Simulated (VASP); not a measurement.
Input:

```xyz
3
Lattice="1.8217 -3.1552 0.0000 1.8217 3.1552 0.0000 0.0000 0.0000 4.7483" Properties=species:S:1:pos:R:3 pbc="T T T"
Pt     0.0000     0.0000     0.0000
Se     1.8217     1.0517     1.2338
Se     1.8217    -1.0517     3.5145
```

The numbers are results of PBEsol GGA, VASP's PBE PAW potentials (set 64) (plane waves; VASP), not measurements. Numerical set-up: 480 eV cut-off, 10×10×6 Γ-centred mesh, first-order Methfessel-Paxton smearing of 0.10 eV, potentials Pt Se.

Without a dispersion term in the relaxation, distances and binding between the weakly bound layers, chains or molecules are unreliable, and so is what depends on them.

Question: Give the force on each atom (eV/Å).

Answer: 
| atom | Fx | Fy | Fz |
|---|---|---|---|
| Pt1 | 0.000 | 0.000 | 0.000 |
| Se2 | 0.000 | 0.000 | 1.182 |
| Se3 | 0.000 | 0.000 | -1.182 |

Question: Give the stress tensor in GPa (positive for a compressed cell).

Answer: 
```
17.00   0.00   0.00
 0.00  17.00   0.00
 0.00   0.00  11.25
```
The pressure is its mean diagonal, 15.09 GPa.

The compound is PtSe2 in the 1T layered structure. This cell was strained or had an atom moved on purpose.
